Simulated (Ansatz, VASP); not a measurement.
BaMgTiO3: VASP beside Ansatz

```
Ba Ti Mg O
1.0
     4.24457   -3.12225    0.00000
     4.24457    3.12225    0.00000
    -1.75818    0.00000    4.39045
Ba Ti Mg O
1 1 1 3
Direct
  0.95653 0.95653 0.03231
  0.41463 0.41463 0.59015
  0.65298 0.65298 0.32153
  0.62557 0.62557 0.88676
  0.56954 0.05085 0.48462
  0.05085 0.56954 0.48462
```

The cell comes from a database or a generator and needn't be the stable form of this composition.

Alike in both runs: task single point; functional PBE; k mesh 6 × 6 × 6; occupations fermi-dirac, width 0.05 eV; no spin polarisation.

```csv
,VASP,Ansatz
version,VASP 6.6.1,Ansatz 0.2.0
potentials or method,"VASP PAW PBE potentials, release 64 (Ba_sv, Ti_sv, Mg, O)",Ansatz PAW
plane-wave cutoff (eV),520,420
valence electrons in the cell,42,50
```

```csv
,VASP,Ansatz,Ansatz less VASP
gap on the k mesh at the Fermi level (eV),0.65,0.66,+0.007
least direct gap on the mesh (eV),0.65,0.66,+0.007
pressure (GPa),0.9,0.4,-0.44
largest component of the traceless stress (GPa),1.57,1.51,-0.059
rms of the force components (eV/Å),0.028,0.063,+0.0351
```

Atom by atom the forces differ by 0.051 eV/Å (rms over components). The two sets of potentials don't hold the same shells in valence.

Caveats: spin-orbit coupling is left out, which moves the levels of the heavy elements. As with any semilocal functional, this PBE gap is likely too small. A k mesh can miss the band edges.
